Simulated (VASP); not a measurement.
Method: r2SCAN+rVV10, VASP's PBE PAW potentials (set 64) (plane waves; VASP).

VASP ran on this input.

**POSCAR**
```
GaSb
1.0
  0.0000000000   3.0590000000   3.0590000000
  3.0590000000   0.0000000000   3.0590000000
  3.0590000000   3.0590000000   0.0000000000
Ga Sb
1 1
Cart
  0.0000000000   0.0000000000   0.0000000000
  1.5295000000   1.5295000000   1.5295000000
```

**INCAR**
```
SYSTEM = GaSb
PREC = Accurate; ENCUT = 400; LREAL = .FALSE.
LASPH = .TRUE.
EDIFF = 1E-6; NELM = 100; ALGO = Normal
LMAXMIX = 4; LMIXTAU = .TRUE.
ISMEAR = 1; SIGMA = 0.1
METAGGA = R2SCAN; LUSE_VDW = .TRUE.; BPARAM = 11.95
CPARAM = 0.0093
IBRION = 2; NSW = 60; ISIF = 3
EDIFFG = -0.01
LWAVE = .FALSE.; LCHARG = .FALSE.
```

File KPOINTS:
```
Automatic mesh
0
Gamma
9 9 9
0 0 0
```

POTCAR, in this order: Ga_d Sb (PBE.64 set). Program: vasp_std.

Output

File OSZICAR:
```
       N       E                     dE             d eps       ncg     rms          rms(c)
DAV:   1     0.431440236975E+02    0.43144E+02   -0.81119E+03   926   0.149E+03
DAV:   2    -0.333859714841E+02   -0.76530E+02   -0.73850E+02  1000   0.295E+02
DAV:   3    -0.387289124205E+02   -0.53429E+01   -0.53234E+01  1165   0.710E+01
DAV:   4    -0.388177352640E+02   -0.88823E-01   -0.88802E-01  1027   0.102E+01
DAV:   5    -0.388198597019E+02   -0.21244E-02   -0.21244E-02  1164   0.136E+00    0.293E+00
DAV:   6    -0.369380047447E+02    0.18819E+01   -0.41594E-01   975   0.115E+01    0.202E+00
DAV:   7    -0.370515980789E+02   -0.11359E+00   -0.38257E-01  1015   0.788E+00    0.640E-01
DAV:   8    -0.369644452087E+02    0.87153E-01   -0.23083E-01   950   0.540E+00    0.185E-01
DAV:   9    -0.369762069705E+02   -0.11762E-01   -0.14117E-02   985   0.112E+00    0.227E-01
DAV:  10    -0.369764603694E+02   -0.25340E-03   -0.53485E-03   940   0.819E-01    0.528E-01
DAV:  11    -0.369799770033E+02   -0.35166E-02   -0.18137E-02   920   0.123E+00    0.507E-02
DAV:  12    -0.369778418205E+02    0.21352E-02   -0.18728E-03   955   0.381E-01    0.484E-02
DAV:  13    -0.369789851083E+02   -0.11433E-02   -0.25773E-04   970   0.171E-01    0.409E-02
DAV:  14    -0.369800266259E+02   -0.10415E-02   -0.87506E-04   920   0.244E-01    0.282E-02
DAV:  15    -0.369800209578E+02    0.56681E-05   -0.11811E-04  1156   0.973E-02    0.720E-03
DAV:  16    -0.369801008166E+02   -0.79859E-04   -0.67382E-05   920   0.679E-02    0.295E-03
DAV:  17    -0.369801127714E+02   -0.11955E-04   -0.67093E-06  1088   0.369E-02    0.188E-03
DAV:  18    -0.369801114167E+02    0.13547E-05   -0.46004E-07   600   0.959E-03    0.370E-04
DAV:  19    -0.369801120870E+02   -0.67033E-06   -0.57975E-08   455   0.322E-03
   1 F= -.36980112E+02 E0= -.36980120E+02  d E =-.369801E+02
       N       E                     dE             d eps       ncg     rms          rms(c)
DAV:   1    -0.369922087236E+02   -0.12097E-01   -0.16044E-01  1180   0.743E+00    0.629E-01
DAV:   2    -0.369830025627E+02    0.92062E-02   -0.17455E-02  1155   0.277E+00    0.295E-01
DAV:   3    -0.369805919186E+02    0.24106E-02   -0.28966E-03  1110   0.104E+00    0.664E-02
DAV:   4    -0.369802088909E+02    0.38303E-03   -0.95215E-04   956   0.412E-01    0.124E-02
DAV:   5    -0.369804796456E+02   -0.27075E-03   -0.17526E-04   910   0.134E-01    0.883E-03
DAV:   6    -0.369804496123E+02    0.30033E-04   -0.23470E-05   930   0.441E-02    0.385E-03
DAV:   7    -0.369804640190E+02   -0.14407E-04   -0.32941E-05   910   0.550E-02    0.258E-03
DAV:   8    -0.369804688443E+02   -0.48253E-05   -0.20374E-06   950   0.130E-02    0.120E-03
DAV:   9    -0.369804663473E+02    0.24971E-05   -0.15005E-07   480   0.460E-03    0.413E-04
DAV:  10    -0.369804678341E+02   -0.14868E-05   -0.13800E-07   460   0.487E-03    0.214E-04
DAV:  11    -0.369804672593E+02    0.57476E-06   -0.14555E-08   455   0.156E-03
   2 F= -.36980467E+02 E0= -.36980476E+02  d E =-.355172E-03
       N       E                     dE             d eps       ncg     rms          rms(c)
DAV:   1    -0.369814346641E+02   -0.96683E-03   -0.12148E-02  1180   0.207E+00    0.172E-01
DAV:   2    -0.369807272806E+02    0.70738E-03   -0.12701E-03  1155   0.732E-01    0.811E-02
DAV:   3    -0.369805375960E+02    0.18968E-03   -0.23059E-04  1110   0.295E-01    0.175E-02
DAV:   4    -0.369805035019E+02    0.34094E-04   -0.73810E-05   956   0.118E-01    0.335E-03
DAV:   5    -0.369805299766E+02   -0.26475E-04   -0.14097E-05   910   0.388E-02    0.240E-03
DAV:   6    -0.369805277227E+02    0.22539E-05   -0.18257E-06   906   0.124E-02    0.108E-03
DAV:   7    -0.369805322742E+02   -0.45515E-05   -0.23938E-06   910   0.148E-02    0.719E-04
DAV:   8    -0.369805318338E+02    0.44037E-06   -0.14144E-07   455   0.362E-03
   3 F= -.36980532E+02 E0= -.36980540E+02  d E =-.419747E-03
```

### OUTCAR
```
------------------------ aborting loop because EDIFF is reached ----------------------------------------
  FORCE on cell =-STRESS in cart. coord.  units (eV):
  Direction    XX          YY          ZZ          XY          YZ          ZX
  --------------------------------------------------------------------------------------
  Total        0.0095819      0.0095819      0.0095819      0.0000000      0.0000000      0.0000000
  in kB        0.2699058      0.2699058      0.2699058      0.0000000      0.0000000      0.0000000
  external PRESSURE =       0.2699058 kB  Pullay stress =       0.0000000 kB
  volume of cell :       56.88
      direct lattice vectors                 reciprocal lattice vectors
     0.000000000  3.052385901  3.052385901    -0.163806287  0.163806287  0.163806287
     3.052385901  0.000000000  3.052385901     0.163806287 -0.163806287  0.163806287
     3.052385901  3.052385901  0.000000000     0.163806287  0.163806287 -0.163806287
  FREE ENERGIE OF THE ION-ELECTRON SYSTEM (eV)
  ---------------------------------------------------
  free  energy   TOTEN  =       -36.9805318338 eV

  energy  without entropy=      -36.9805566064  energy(sigma->0) =      -36.98054009

 reached required accuracy - stopping structural energy minimisation
```
(Selected blocks of OUTCAR.)

CONTCAR:
```
GaSb
   1.00000000000000
     0.0000000000000000    3.0523859005606666    3.0523859005606666
     3.0523859005606666    0.0000000000000000    3.0523859005606666
     3.0523859005606666    3.0523859005606666    0.0000000000000000
  Ga              Sb
     1     1
Direct
     0.0000000000000000    0.0000000000000000    0.0000000000000000
     0.2500000000000000    0.2500000000000000    0.2500000000000000
```

The structure comes from a measured GaSb entry (F-43m) of the Crystallography Open Database, whose conditions weren't checked. This run relaxes it. Symmetry was kept, so distortions that lower it aren't found.
